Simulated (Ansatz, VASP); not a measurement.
# Co: VASP beside Ansatz, part 2 of 2

Aim: how closely do two programs agree when they are given the same cell, functional and k mesh? Of the first pair: The cell is a member of a volume series, scaled by 0.94 from a relaxed one, so a pressure remains. Valence electrons are named where the data sets of a main pair hold unlike numbers.

VASP 6.6.1 and Ansatz 0.2.0.

So far. Step 2 (Ansatz: single point, PBEsol, volume scaled by 0.94): The run ends at a pressure of 19.00 GPa.

## Step 6: VASP: single point, PBEsol, volume scaled by 0.98

Level of this step: PBEsol, spin-polarised from a ferromagnetic start; plane waves and PAW (Co) (VASP).

With cell and atoms fixed, the geometry can't cause a difference; cores, projectors, grids and the points listed under the comparison can. The cell compared in this pair holds 20.24 Å³, against 19.41 Å³ for the pair before.

The input asks for a relaxation, which ended at its first step since no free force or stress exceeded the threshold; so it serves as a single point.

Input file INCAR:

```
SYSTEM = Co
PREC = Accurate
ENCUT = 450
EDIFF = 1E-07
NELM = 120
ISMEAR = 1
SIGMA = 0.15
LREAL = .FALSE.
ALGO = Normal
GGA = PS
NBANDS = 18
ISPIN = 2
MAGMOM = 1.6 1.6
LASPH = .TRUE.
LMAXMIX = 4
LORBIT = 11
LWAVE = .FALSE.
LCHARG = .FALSE.
KPAR = 2
IBRION = 2
NSW = 40
ISIF = 4
EDIFFG = -0.004
POTIM = 0.4
```

Input file POSCAR:

```
Co
1.0
    2.4372920420      0.0000000000      0.0000000000
   -1.2186460209      2.1107568247      0.0000000000
    0.0000000000      0.0000000000      3.9342031078
Co
2
Direct
    0.0000000000      0.0000000000      0.0000000000
    0.3333333333      0.6666666667      0.5000000000
```

Input file KPOINTS:

```
Automatic mesh
0
Gamma
27 27 15
0 0 0
```

Potentials, in the order of the species: Co (PBE family, release 64).

Launch:

```bash
$ mpirun -np 2 vasp_std
```

Numbers of over 12 decimals in the logs are rounded to 6 here.

Log:

```text
[banner, memory and clock lines left out]
running    2 mpi-ranks, on    1 nodes
[...]
[... a notice as in an earlier step ...]

 LDA part: xc-table for (Slater+PW92), standard interpolation
 POSCAR, INCAR and KPOINTS ok, starting setup
[...]
entering main loop
       N       E                     dE             d eps       ncg     rms          rms(c)
DAV:   1     0.753251905375E+02    0.75325E+02   -0.69289E+03 45824   0.116E+03
DAV:   2    -0.147171962784E+02   -0.90042E+02   -0.81705E+02 43420   0.218E+02
DAV:   3    -0.179388740511E+02   -0.32217E+01   -0.31236E+01 47916   0.533E+01
DAV:   4    -0.179947304564E+02   -0.55856E-01   -0.55815E-01 56022   0.582E+00
[...]
DAV:  14    -0.154667206318E+02    0.49478E-06   -0.30340E-07 51788   0.776E-03    0.129E-03
DAV:  15    -0.154667204652E+02    0.16656E-06   -0.18451E-08 23164   0.192E-03    0.142E-03
DAV:  16    -0.154667205169E+02   -0.51642E-07   -0.42368E-09 22568   0.957E-04
   1 F= -.15466721E+02 E0= -.15466713E+02  d E =-.154667E+02  mag=     3.1044
[...]
reached required accuracy - stopping structural energy minimisation
```

OUTCAR, selected parts (step 6):

```text
  Total        0.6560602      0.6560602      0.6550138      0.0000000     -0.0000000      0.0000000
  in kB       51.9339981     51.9339981     51.8511633      0.0000000     -0.0000000      0.0000000
  external PRESSURE =      51.9063865 kB  Pullay stress =       0.0000000 kB

 POSITION                                       TOTAL-FORCE (eV/Angst)
 -----------------------------------------------------------------------------------
      0.00000      0.00000      0.00000         0.000000      0.000000      0.000000
     -0.00000      1.40717      1.96710        -0.000000      0.000000      0.000000
 -----------------------------------------------------------------------------------
    total drift:                               -0.000000      0.000000     -0.000000

  FREE ENERGIE OF THE ION-ELECTRON SYSTEM (eV)
  ---------------------------------------------------
  free  energy   TOTEN  =       -15.4667205169 eV

  energy  without entropy=      -15.4666968034  energy(sigma->0) =      -15.46671261

 magnetization (x)
# of ion       s       p       d       tot
------------------------------------------
    1       -0.015  -0.052   1.623   1.555
    2       -0.015  -0.052   1.623   1.555
--------------------------------------------------
tot         -0.031  -0.105   3.245   3.110

[... 2 parts as in an earlier step ...]

[... 2 further parts left out ...]
[key lines of the parts left out:]
E-fermi :  11.0753
```

## Step 7: Ansatz: single point, PBEsol, volume scaled by 0.98

The same cell, functional, mesh and smearing now go to Ansatz, which takes its cutoff from its data sets.

The cell is a member of a volume series, scaled by 0.98 from a relaxed one, so a pressure remains.

Input file input.yaml:

```yaml
crystal:
  lattice:
    - [2.43729204, 0.0, 0.0]
    - [-1.21864602, 2.11075682, 0.0]
    - [0.0, 0.0, 3.93420311]
  atoms:
    - { symbol: Co, position: [0.0, 0.0, 0.0], spin: 1.6 }
    - { symbol: Co, position: [0.33333333, 0.66666667, 0.5], spin: 1.6 }
hamiltonian:
  xc: pbesol
  pseudopotentials: { kind: paw }
magnetization:
  spin_polarized: true
kpoints:
  mp_grid: { grid: [27, 27, 15] }
scf:
  occupations: { method: methfessel_paxton, width: 0.15 }
  n_extra_bands: 7
output:
  forces: true
  stress: true
  eigenvalues: true
  write_density: true
  write_potential: true
  elf: true
  volumetric_format: npy
```

Launch:

```bash
$ ansatz run input.yaml --threads 2 --pin off --max-ram 4608MiB --backend cpu --events-out ev --progress --plain --runs-dir out
```

Log:

```text
[...]
Crystal: 2 atoms, lattice volume = 20.240 Å³
Basis set: ecut = 420 eV, 391 PW (Γ), exchange–correlation on 36×36×54 points (8 copies of the dense FFT grid, shifted against one another)
Bands: 24, of which v1, the nominal top of the filled ones, is band 17 counted from 1 (16 counted from 0)
Symmetry: 24 space group operations
[...]
k-point 1 ↑: bands = [... 13 lower, 17.7834, 17.7834, 18.2227, 18.2227, 19.4417, 19.4417, 19.6894, 27.3608, ... 3 higher]
  k-point 2 ↑: bands = [... 13 lower, 17.7420, 17.7420, 18.3142, 18.3142, 19.2064, 19.4338, 19.4338, 28.1155, ... 3 higher]
  k-point 599 ↓: bands = [... 13 lower, 18.1837, 19.8206, 19.9540, 21.2971, 21.2971, 26.8372, 26.8372, 28.3186, ... 3 higher]
[key lines of the parts left out:]
SCF converged after 12 iterations
Magnetization: 3.1140 μB (18.5570 up, 15.4430 down)
Free energy (F): -10185.975992 eV
Fermi energy:    20.111668 eV
P = ⅓ Tr σ = 6.4057 GPa (64.057 kbar)
```

It took 32 s on 2 threads of Arm Neoverse V2, shared host; peak memory 0.7 GiB; 61 s of CPU time.

The run ends at a pressure of 6.41 GPa.

## Step 8: Differences

What differs besides the data sets and the points named for the pairs above, as far as they apply: the data sets hold 34 valence electrons in Ansatz (on its default PAW (the set named soft_2) files) and 18 in VASP. Total energies have different zeros and are not compared.

Both answers:

```csv
quantity,Ansatz,VASP,difference
pressure (GPa),6.41,5.19,+1.22
pressure without Ansatz's Pulay correction (GPa),6.19,5.19,+1.00
total moment (μB),3.11,3.10,+0.01
moment on Co1 (μB),1.62,1.55,+0.06
moment on Co2 (μB),1.62,1.55,+0.06
```

Ansatz's pressure holds a Pulay correction of 0.21 GPa; VASP's holds none.

## Step 9: Further runs

Further runs change the set-up of one program: Ansatz's method, potentials or start, or VASP's data sets, cutoff or form of LDA. The table gives Ansatz less VASP for each quantity, since a change that brings one quantity closer may part another.

```csv
run,pressure (GPa),total moment (μB),pressure without Ansatz's Pulay correction (GPa)
as above,1.2,0.0096,1.0
cores kept as stored,1.2,0.0093,0.99
Ansatz's larger PAW set (cutoff 1000 eV),1.1,0.010,
norm-conserving potentials (cutoff 1306 eV),1.2,0.015,1.1
```

## Step 10: Ansatz: single point, PBEsol, volume scaled by 1.01

A single point gives forces, pressure and levels at one fixed geometry, so differences don't come from the geometry; what else differs is listed under the comparison. The cell compared in this pair holds 20.86 Å³, against 20.24 Å³ for the pair before.

The cell is a member of a volume series, scaled by 1.01 from a relaxed one, so a pressure remains.

Changes to input.yaml since step 7:

```diff
@@ -2,5 +2,5 @@
   lattice:
-    - [2.43729204, 0.0, 0.0]
-    - [-1.21864602, 2.11075682, 0.0]
-    - [0.0, 0.0, 3.93420311]
+    - [2.46191282, 0.0, 0.0]
+    - [-1.23095641, 2.13207904, 0.0]
+    - [0.0, 0.0, 3.97394522]
   atoms:
```

Log:

```text
[...]
Crystal: 2 atoms, lattice volume = 20.859 Å³
Basis set: ecut = 420 eV, 391 PW (Γ), exchange–correlation on 36×36×54 points (8 copies of the dense FFT grid, shifted against one another)
Bands: 24, of which v1, the nominal top of the filled ones, is band 17 counted from 1 (16 counted from 0)
Symmetry: 24 space group operations
[...]
k-point 1 ↑: bands = [... 13 lower, 17.0989, 17.0989, 17.5168, 17.5168, 18.6804, 18.6804, 18.9906, 26.3621, ... 3 higher]
  k-point 2 ↑: bands = [... 13 lower, 17.0595, 17.0595, 17.6042, 17.6042, 18.5094, 18.6727, 18.6727, 27.1147, ... 3 higher]
  k-point 599 ↓: bands = [... 13 lower, 17.5542, 19.1440, 19.2724, 20.5560, 20.5560, 25.9328, 25.9328, 27.3917, ... 3 higher]
[key lines of the parts left out:]
SCF converged after 11 iterations
Magnetization: 3.1585 μB (18.5792 up, 15.4208 down)
Free energy (F): -10185.985319 eV
Fermi energy:    19.404046 eV
P = ⅓ Tr σ = -1.3643 GPa (-13.643 kbar)
```

Run time: 32 s. Hardware: 2 threads; peak memory 0.72 GiB.

The run ends at a pressure of -1.36 GPa.

## Step 11: VASP: single point, PBEsol, volume scaled by 1.01

The same cell, functional, mesh and smearing now go to VASP, with its own data sets.

The input asks for a relaxation, which ended at its first step since no free force or stress exceeded the threshold; so it serves as a single point.

INCAR is that of step 6.

Input file POSCAR:

```
Co
1.0
    2.4619128199      0.0000000000      0.0000000000
   -1.2309564098      2.1320790439      0.0000000000
    0.0000000000      0.0000000000      3.9739452230
Co
2
Direct
    0.0000000000      0.0000000000      0.0000000000
    0.3333333333      0.6666666667      0.5000000000
```

KPOINTS is that of step 6.

Launch:

```bash
$ mpirun -np 2 vasp_std
```

Log:

```text
[... set-up lines as in an earlier step ...]
 entering main loop
       N       E                     dE             d eps       ncg     rms          rms(c)
DAV:   1     0.753344098033E+02    0.75334E+02   -0.69529E+03 45776   0.116E+03
DAV:   2    -0.147284755916E+02   -0.90063E+02   -0.81680E+02 43432   0.217E+02
DAV:   3    -0.179677395293E+02   -0.32393E+01   -0.31347E+01 48012   0.532E+01
DAV:   4    -0.180234486593E+02   -0.55709E-01   -0.55664E-01 56306   0.579E+00
[...]
DAV:  12    -0.154723742105E+02    0.76885E-05   -0.81416E-06 47328   0.239E-02    0.176E-02
DAV:  13    -0.154723725729E+02    0.16376E-05   -0.23653E-06 66488   0.203E-02    0.113E-02
DAV:  14    -0.154723726120E+02   -0.39116E-07   -0.35567E-07 51248   0.749E-03
   1 F= -.15472373E+02 E0= -.15472467E+02  d E =-.154724E+02  mag=     3.1485
[...]
reached required accuracy - stopping structural energy minimisation
```

From OUTCAR (step 11):

```text
  Total       -0.3122089     -0.3122089     -0.3104414     -0.0000000      0.0000000     -0.0000000
  in kB      -23.9804848    -23.9804848    -23.8447251     -0.0000000      0.0000000     -0.0000000
  external PRESSURE =     -23.9352316 kB  Pullay stress =       0.0000000 kB

 POSITION                                       TOTAL-FORCE (eV/Angst)
 -----------------------------------------------------------------------------------
      0.00000      0.00000      0.00000         0.000000      0.000000      0.000000
     -0.00000      1.42139      1.98697         0.000000     -0.000000      0.000000
 -----------------------------------------------------------------------------------
    total drift:                               -0.000000      0.000000     -0.000000

  FREE ENERGIE OF THE ION-ELECTRON SYSTEM (eV)
  ---------------------------------------------------
  free  energy   TOTEN  =       -15.4723726120 eV

  energy  without entropy=      -15.4726566885  energy(sigma->0) =      -15.47246730

 magnetization (x)
# of ion       s       p       d       tot
------------------------------------------
    1       -0.015  -0.052   1.650   1.582
    2       -0.015  -0.052   1.650   1.582
--------------------------------------------------
tot         -0.030  -0.105   3.300   3.165

[... 2 parts as in an earlier step ...]

[... 2 further parts left out ...]
[key lines of the parts left out:]
E-fermi :  10.6282
```

## Step 12: Differences

What differs besides the data sets and the points named for the pairs above, as far as they apply: the data sets hold 34 valence electrons in Ansatz (on its default PAW (the set named soft_2) files) and 18 in VASP. Total energies have different zeros and are not compared.

Compared:

```csv
quantity,Ansatz,VASP,difference
pressure (GPa),-1.36,-2.39,+1.03
pressure without Ansatz's Pulay correction (GPa),-1.57,-2.39,+0.82
total moment (μB),3.16,3.15,+0.01
moment on Co1 (μB),1.65,1.58,+0.06
moment on Co2 (μB),1.65,1.58,+0.06
```

Ansatz's pressure holds a Pulay correction of 0.21 GPa; VASP's holds none.

## Step 13: Further runs

Further runs change the set-up of one program: Ansatz's method, potentials or start, or VASP's data sets, cutoff or form of LDA. The table gives Ansatz less VASP for each quantity, since a change that brings one quantity closer may part another.

```csv
run,pressure (GPa),total moment (μB),pressure without Ansatz's Pulay correction (GPa)
as above,1.0,0.0100,0.82
cores kept as stored,1.0,0.0097,0.81
Ansatz's larger PAW set (cutoff 1000 eV),0.92,0.010,
norm-conserving potentials (cutoff 1306 eV),1.0,0.014,0.94
```

## Step 14: Results

```yaml
difference_in_pressure_single_point_pbesol_volume_scaled_by_0p94: 1.5 GPa
difference_in_pressure_single_point_pbesol_volume_scaled_by_0p98: 1.2 GPa
difference_in_pressure_single_point_pbesol_volume_scaled_by_1p01: 1.0 GPa
```

The difference in pressure is 1.5 GPa (single point, PBEsol, volume scaled by 0.94), beyond the 1 GPa picked in this series as the mark of a large difference. The data sets hold unlike numbers of valence electrons (34 in Ansatz and 18 in VASP), so part of the differences comes from the potentials. Single point, PBEsol, volume scaled by 0.94, norm-conserving potentials (cutoff 1306 eV): the difference in total moment goes from 0.0096 to 0.014 μB. Single point, PBEsol, volume scaled by 0.98, norm-conserving potentials (cutoff 1306 eV): the difference in total moment goes from 0.0096 to 0.015 μB. Single point, PBEsol, volume scaled by 1.01, norm-conserving potentials (cutoff 1306 eV): the difference in total moment goes from 0.0100 to 0.014 μB. 3 further runs of this series are not shown here. Such differences can come from data sets, numerical settings and the points named under the comparisons, not from the functional's error against experiment.

[Lines on the potential files, build, host, timing and source positions are cut from VASP's logs without a mark.]

[Logs are printed without paths, hosts, clocks, repeated set-up lines and the standing remarks that a program may print on its own settings, such as how far it seeks lower states.]

[Hosts, paths, dates, database ids (printed as entryN), source tags and the programs' standing remarks are cut or masked in the printed files.]
